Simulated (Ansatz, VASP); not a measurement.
# SrTiO3 in two plane-wave programs

One calculation is typed for both programs; each brings its own data sets and cutoff. How far apart do they land?

Calculated with Ansatz 0.2.0; plane waves, with VASP 6.6.1 beside it; dielectric response at PBEsol.

## (1) Starting point

Symmetry: Pm-3m, No. 221, cubic system. Conventional cell: a = 3.905 Å, b = 3.905 Å, c = 3.905 Å, α = 90.00°, β = 90.00°, γ = 90.00°. Sr has 12 O at 2.76 Å nearest. Nearest to Ti lie 6 O at 1.95 Å. Nearest to O lie 2 Ti at 1.95 Å and 4 Sr at 2.76 Å. Farther neighbours and most contacts between anions are not listed.

## (2) Ansatz: dielectric response, PBEsol

Ansatz runs on its default PAW (the set named soft_2) files.

The response to a field tests empty states and converges slowly with the mesh.

Contents of input.yaml:

```yaml
crystal:
  lattice:
    - [3.905, 0.0, 0.0]
    - [0.0, 3.905, 0.0]
    - [0.0, 0.0, 3.905]
  atoms:
    - { symbol: Sr, position: [0.0, 0.0, 0.0] }
    - { symbol: Ti, position: [0.5, 0.5, 0.5] }
    - { symbol: O, position: [0.0, 0.5, 0.5] }
    - { symbol: O, position: [0.5, 0.0, 0.5] }
    - { symbol: O, position: [0.5, 0.5, 0.0] }
hamiltonian:
  xc: pbesol
  pseudopotentials: { kind: paw }
kpoints:
  mp_grid: { grid: [9, 9, 9] }
scf:
  occupations: { method: fixed }
dielectric:
  method: response
```

Started as:

```console
$ ansatz run input.yaml --threads 2 --pin off --max-ram 4608MiB --backend cpu --events-out ev --progress --plain --runs-dir out
```

Numbers of over 12 decimals in the logs are rounded to 6 here.

The program printed:

```text
Engine: ansatz 0.2.0, aarch64-unknown-linux-gnu
Pseudopotentials: kind: paw
Pseudopotential: Sr, paw, valence charge 10, recommended cutoff 420 eV (normal), Sr.paw.azcp
Pseudopotential: Ti, paw, valence charge 12, recommended cutoff 420 eV (normal), Ti.paw.azcp
Pseudopotential: O, paw, valence charge 6, recommended cutoff 420 eV (normal), O.paw.azcp
Functional definition: PBEsol
  exchange = pbesol_x
  correlation = pbesol_c
Crystal: 5 atoms, lattice volume = 59.547 Å³
Basis set: ecut = 420 eV, 1189 PW (Γ), exchange–correlation on 54×54×54 points (8 copies of the dense FFT grid, shifted against one another)
Bands: 25, of which v1, the nominal top of the filled ones, is band 20 counted from 1 (19 counted from 0)
Symmetry: 48 space group operations
k-points: 75 of 729 (irreducible under 8 space group operations, time reversal used)
Non-local potential: Sr, projectors of the file, l = 0: 3, l = 1: 2, l = 2: 2
Non-local potential: Ti, projectors of the file, l = 0: 3, l = 1: 2, l = 2: 3, l = 3: 1
Non-local potential: O, projectors of the file, l = 0: 2, l = 1: 2, l = 2: 1
PAW form: soft (Blöchl's): semilocal exchange-correlation on the pseudo side does not see the compensation charge
PAW frozen core: Sr, regenerated for the run's functional, and the local potential with it (the file was generated under x = pbe(κ = 0.804, μ = 0.219515), c = pbe(β = 0.066725))
PAW frozen core: Ti, regenerated for the run's functional, and the local potential with it (the file was generated under x = pbe(κ = 0.804, μ = 0.219515), c = pbe(β = 0.066725))
PAW frozen core: O, regenerated for the run's functional, and the local potential with it (the file was generated under x = pbe(κ = 0.804, μ = 0.219515), c = pbe(β = 0.066725))
PAW one-centre angular grid: Sr, 110 points (default); XC on 64 Gauss nodes
PAW one-centre angular grid: Ti, 590 points (default); XC on 64 Gauss nodes
PAW one-centre angular grid: O, 110 points (default); XC on 64 Gauss nodes
Initial density: superposition of atomic densities (neutral atoms: chi_scale 0, normalization atom), corrected by the library's trained network
Initial wavefunctions: pseudopotential atomic-orbital guess
Functional: x = pbesol(κ = 0.804, μ = 0.123457), c = pbesol(β = 0.046)
SCF iter   1: F=—  HF=-7657.270217 eV  |F-HF|=—  |Δ(HF+E_count)|=         —  Δρ=1.70e-2  dr2=1.46e-1  ethr=1.77e-3  ⟨swp⟩=4.7  Hψ=8046  notcnv=0  defer=151
preconditioner: auto → Resta (q_TF=auto, 2.553 Å⁻¹)  ε∞=5.7  [insulator: Δε(μ)=1.674 eV  Ē_g=12.182 eV  n_scr=18 (ndim 8)  ℏωp=26.4 eV  f_vac=0.000  ε∞_Penn≈5.7]
SCF iter   2: F=—  HF=-7657.245356 eV  |F-HF|=—  |Δ(HF+E_count)|=   2.49e-2  Δρ=7.49e-3  dr2=3.13e-2  ethr=3.66e-4  ⟨swp⟩=2.1  Hψ=3349  notcnv=0  defer=177
SCF iter   3: F=—  HF=-7657.239538 eV  |F-HF|=—  |Δ(HF+E_count)|=   5.82e-3  Δρ=1.90e-3  dr2=1.99e-3  ethr=7.82e-5  ⟨swp⟩=2.0  Hψ=2679  notcnv=0  defer=172
SCF iter   4: F=—  HF=-7657.239176 eV  |F-HF|=—  |Δ(HF+E_count)|=   3.62e-4  Δρ=6.01e-4  dr2=1.29e-4  ethr=4.98e-6  ⟨swp⟩=2.1  Hψ=3130  notcnv=0  defer=205
SCF iter   5: F=—  HF=-7657.239201 eV  |F-HF|=—  |Δ(HF+E_count)|=   2.50e-5  Δρ=9.10e-5  dr2=6.61e-6  ethr=3.23e-7  ⟨swp⟩=2.0  Hψ=2990  notcnv=0  defer=104
SCF iter   6: F=—  HF=-7657.239204 eV  |F-HF|=—  |Δ(HF+E_count)|=   2.94e-6  Δρ=2.89e-5  dr2=5.90e-7  ethr=1.65e-8  ⟨swp⟩=2.2  Hψ=2597  notcnv=0  defer=81
SCF iter   7: F=—  HF=-7657.239203 eV  |F-HF|=—  |Δ(HF+E_count)|=   6.98e-7  Δρ=4.47e-6  dr2=1.14e-8  ethr=1.47e-9  ⟨swp⟩=2.4  Hψ=3046  notcnv=0  defer=79
SCF iter   8: F=—  HF=-7657.239203 eV  |F-HF|=—  |Δ(HF+E_count)|=   5.64e-9  Δρ=9.33e-7  dr2=3.81e-10  ethr=2.84e-11  ⟨swp⟩=2.7  Hψ=3309  notcnv=0  defer=79
SCF iter   9: F=-7657.239203 eV  HF=-7657.239203 eV  |F-HF|=1.09e-11  |Δ(HF+E_count)|=  8.64e-11  Δρ=1.90e-7  dr2=1.86e-11  ethr=1.00e-12  ⟨swp⟩=10.1  Hψ=7531  notcnv=0
SCF 1 converged in 9 iterations: F = -7657.239203 eV  dr2 = 1.86e-11
  greatest PAW one-centre occupation: 0.999 electrons in one spin orbital (limit 2), on the Ti atom at site 1 (counted from 0), in its partial waves of l = 0
NSCF: frozen V_eff on 5 k-points
DFPT response loops at Γ: preconditioner auto → none (the input reference at scf.mixing.eps_inf says where Resta's filter doesn't serve); β = 0.50; Broyden in place of MSR1
── the response to a field inside a basis, on 10×10×10 k-points: an SCF that follows is theirs, and a resumed run solves both again ──
Bands: 21, of which v1, the nominal top of the filled ones, is band 20 counted from 1 (19 counted from 0)
k-points: 35 of 1000
Initial density: handed on by an earlier stage of this run
Initial wavefunctions: pseudopotential atomic-orbital guess (no wavefunctions were taken with the density)
Eigensolver: Dense (35 Hₖ)
SCF iter   1: F=—  HF=-7657.231442 eV  |F-HF|=—  |Δ(HF+E_count)|=         —  Δρ=4.31e-4  dr2=2.29e-5  ethr=1.00e-1
preconditioner: auto → Resta (q_TF=auto, 2.553 Å⁻¹)  ε∞=7.0  [insulator: Δε(μ)=1.972 eV  Ē_g=10.752 eV  n_scr=18 (ndim 8)  ℏωp=26.4 eV  f_vac=0.000  ε∞_Penn≈7.0]
SCF iter   2: F=—  HF=-7657.231439 eV  |F-HF|=—  |Δ(HF+E_count)|=   2.69e-6  Δρ=1.92e-4  dr2=9.90e-6  ethr=5.73e-8
SCF iter   3: F=—  HF=-7657.231439 eV  |F-HF|=—  |Δ(HF+E_count)|=   2.17e-7  Δρ=1.02e-4  dr2=1.74e-6  ethr=2.47e-8
SCF iter   4: F=—  HF=-7657.231439 eV  |F-HF|=—  |Δ(HF+E_count)|=   5.20e-8  Δρ=1.60e-5  dr2=1.02e-7  ethr=4.36e-9
SCF iter   5: F=-7657.231439 eV  HF=-7657.231439 eV  |F-HF|=4.15e-9  |Δ(HF+E_count)|=   7.15e-9  Δρ=3.13e-6  dr2=8.51e-9  ethr=2.54e-10
SCF 1 converged in 5 iterations: F = -7657.231439 eV  dr2 = 8.51e-9
DFPT response loops at Γ: mixed as the last ones told, above
SCF converged after 9 iterations
Free energy (F): -7657.239203 eV
Harris-Foulkes:  -7657.239203 eV  (|F-HF|=1.09e-11)
Internal energy: -7657.239203 eV  (E = F + TS)
E sigma→0 (E₀):  -7657.239203 eV
Fermi energy:    9.812515 eV
--- Per-component energies (eV) ---
  E_band       = -208.161296
  E_kinetic    = 1044.933226
  E_local      = -2380.559318  (includes V_loc(G=0)·N_el)
  E_nonlocal   = 351.401375
  E_hartree    = 829.619526
  E_xc         = -490.686005
  E_vxc        = -568.567732  (∫ρ·V_xc dr)
  E_paw        = -4121.032898  (= ΣΔE_a)
  E_vpaw       = -314.615614  (= ΣTr[D̂ρ^β])
  E_aug_tail   = 0.007536  (compensation charges beyond the density's cutoff)
  E_ewald      = -2891.302241
  E_core_change = 0.379595  (= ΣΔE_core)
  E_smearing   = -0.000000  (= −TS)
  E_closure    = -0.000000  (closes the sum)
  Σ components = -7657.239203   (vs F -7657.239203, Δ=0.00e0)
--- Band table (eV; the first three rows and the last of 75) ---
  k-point 0: bands = [... 16 lower, 8.6632, 9.5049, 9.5049, 9.5049, 11.6861, 11.6861, 11.6861, 14.2323, ... 1 higher]
  k-point 1: bands = [... 16 lower, 8.5498, 9.1127, 9.4212, 9.4212, 11.7055, 11.9783, 11.9783, 14.2360, ... 1 higher]
  k-point 2: bands = [... 16 lower, 8.2861, 8.3473, 9.2886, 9.2886, 11.7555, 12.6057, 12.6057, 14.2419, ... 1 higher]
  k-point 74: bands = [... 16 lower, 6.1151, 9.7564, 9.7564, 9.8125, 14.2743, 14.2853, 14.2853, 16.8903, ... 1 higher]
--- Dielectric response (ions clamped): 3 representative field directions + reference, inside a basis on a mesh of 1000 k-points (Σ response iterations 15) ---
  ε∞ (high-frequency dielectric tensor):
        6.326598    -0.000000     0.000000
       -0.000000     6.326598     0.000000
        0.000000     0.000000     6.326598
  Born effective charges Z* (e; rows j = field, columns β = displacement):
    site 0:
         2.55271    0.00000    0.00000
        -0.00000    2.55271    0.00000
        -0.00000   -0.00000    2.55271
    site 1:
         7.31289    0.00000   -0.00000
        -0.00000    7.31289    0.00000
         0.00000   -0.00000    7.31289
    site 2:
        -5.79918   -0.00000   -0.00000
        -0.00000   -2.03321    0.00000
        -0.00000   -0.00000   -2.03321
    site 3:
        -2.03321   -0.00000    0.00000
         0.00000   -5.79918   -0.00000
         0.00000    0.00000   -2.03321
    site 4:
        -2.03321    0.00000    0.00000
        -0.00000   -2.03321    0.00000
         0.00000    0.00000   -5.79918
  Z* charge neutrality: 3.393e-3 e pre-enforcement
  solved inside a basis spanned on kpoints, on 10×10×10 k-points, its susceptibility summed on 14×14×14: ε∞ is read to err by 1.9e-2, Z* by 2.4e-2 e (field_mesh: kpoints solves on kpoints); Z* is corrected for what the basis lacks
```

The job ended after 91 s (2 threads of Arm Neoverse N1, shared host; peak memory 0.68 GiB; 2.3 min of CPU time).

(Continued in part 2 of 2.)

[Lines on the potential files, build, host, timing and source positions are cut from VASP's logs without a mark.]

[Logs are printed without paths, hosts, clocks, repeated set-up lines and the standing remarks that a program may print on its own settings, such as how far it seeks lower states.]

[Hosts, paths, dates, database ids (printed as entryN), source tags and the programs' standing remarks are cut or masked in the printed files.]
